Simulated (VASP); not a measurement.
# BiTe: single point with PBE

The system is BiTe.

```
CELL_PARAMETERS angstrom
0.00000 3.27757 3.27757
3.27757 0.00000 3.27757
3.27757 3.27757 0.00000
ATOMIC_POSITIONS crystal
Bi 0.00000 0.00000 0.00000
Te 0.50000 0.50000 0.50000
```

The cell isn't the ideal one: volume scaled by 1.04.

```
Program             : VASP 6.6.1
Task                : single point
Functional          : PBE
Potentials or basis : VASP PAW PBE potentials, release 64 (Bi_d, Te)
Cutoff              : 520 eV
k mesh              : 7 × 7 × 7
Occupations         : fermi-dirac, width 0.05 eV
Spin                : no spin polarisation
```

The pressure is -1.0 GPa and the band gap on the k mesh is none (metal or under the smearing width).

Levels at points of the mesh, in eV from the Fermi level:
```tsv
k point	band 7	band 8	band 9	band 10	band 11	band 12	band 13	band 14
(0.00, 0.00, 0.00)	-8.29	-2.47	-2.47	-2.47	2.04	2.04	2.04	4.70
```

It took 38 s on 1 thread of Intel(R) Xeon(R) Platinum 8259CL CPU @ 2.50GHz (Skylake/Cascade Lake) (shared host), peak memory 0.2 GiB.

Caveat: spin-orbit coupling is left out, which moves the levels of the heavy elements.
